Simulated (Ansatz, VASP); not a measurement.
# One calculation of TaO, two programs

```
CELL_PARAMETERS angstrom
2.97930 0.00000 0.00000
0.00000 2.97930 0.00000
0.00000 0.00000 2.94219
ATOMIC_POSITIONS crystal
Ta 0.50000 0.50000 0.00000
O 0.00000 0.00000 0.00000
```

Alike in both runs: functional PBE; k mesh 18 × 18 × 20; occupations gaussian, width 0.1 eV; no spin polarisation.

Ansatz relaxed the structure, and its values are those at the end. VASP's run is a single point on that final structure, the one shown.

|  | VASP | Ansatz |
| --- | --- | --- |
| version | VASP 6.6.1 | Ansatz 0.2.0 |
| potentials or method | VASP PAW PBE potentials, release 64 (Ta_pv, O) | scalar-relativistic, plane waves, PAW |
| plane-wave cutoff (eV) | 520 | 420 |
| valence electrons in the cell | 17 | 19 |

VASP gave:

| Quantity | Value |
| --- | --- |
| gap on the k mesh at the Fermi level (eV) | none |
| pressure (GPa) | 0.4 |

Problem. What did Ansatz give for the same quantities?

Solution. gap on the k mesh at the Fermi level (eV): none; pressure (GPa): 0.0.

A gap of «none» marks a metal or a gap that the smearing closes. With one functional, cell and mesh, what is left measures potentials, basis and numerics. The two sets of potentials don't hold the same shells in valence.

Caveats: an odd number of electrons without spin polarisation forces a metal; a magnetic or distorted state may lie lower. Spin-orbit coupling is left out, which matters for the levels of Ta.
